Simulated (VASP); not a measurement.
An input for Ansatz (written as the equivalent of a VASP run, and not itself run):

Ansatz 0.2 input:
```yaml
crystal:
  lattice:
    - [-1.5783068, 1.5783068, 1.5783068]
    - [1.5783068, -1.5783068, 1.5783068]
    - [1.5783068, 1.5783068, -1.5783068]
  atoms:
    - { symbol: W, position: [0.0000000, 0.0000000, 0.0000000] }
kpoints:
  mp_grid: { grid: [16, 16, 16] }
hamiltonian:
  xc: r2scan
  pseudopotentials: { kind: paw }
scf:
  occupations: { method: methfessel_paxton, width: 0.1 }
  max_iter: 100
relax:
  max_steps: 40
  f_tol: 0.02
  cell: { p_target: 10 }
output: { forces: true, stress: true, eigenvalues: true }
```

Problem. Write the VASP files for the same calculation (r2SCAN).

Solution. One answer among several that fit: 
### INCAR
```
SYSTEM = W
PREC = Accurate; ENCUT = 500; LREAL = .False.
LASPH = .True.
EDIFF = 1E-6; NELM = 100; ALGO = Normal
LMAXMIX = 6; LMIXTAU = .True.
ISMEAR = 1; SIGMA = 0.1
METAGGA = R2SCAN
IBRION = 2; NSW = 40; ISIF = 3
EDIFFG = -0.02; PSTRESS = 100
LWAVE = .False.; LCHARG = .False.
```

### POSCAR
```
W
1.0
 -1.5783067939   1.5783067939   1.5783067939
  1.5783067939  -1.5783067939   1.5783067939
  1.5783067939   1.5783067939  -1.5783067939
W
1
Cart
  0.0000000000   0.0000000000   0.0000000000
```

File KPOINTS:
```
Automatic mesh
0
Gamma
16 16 16
0 0 0
```

POTCAR, in this order: W_sv (PBE.64 set). Program: vasp_std.

Limits of the translation: each code has its own PAW files, so the cut-off isn't converted (ENCUT is set for VASP's; basis.ecutwfc is left out, and Ansatz then takes the one that its files recommend); Ansatz stops its SCF on the density residual and VASP on the energy change (EDIFF).

The compound is W in the bcc structure. This run relaxes it under an external pressure of 10 GPa. Symmetry was kept, so distortions that lower it aren't found.
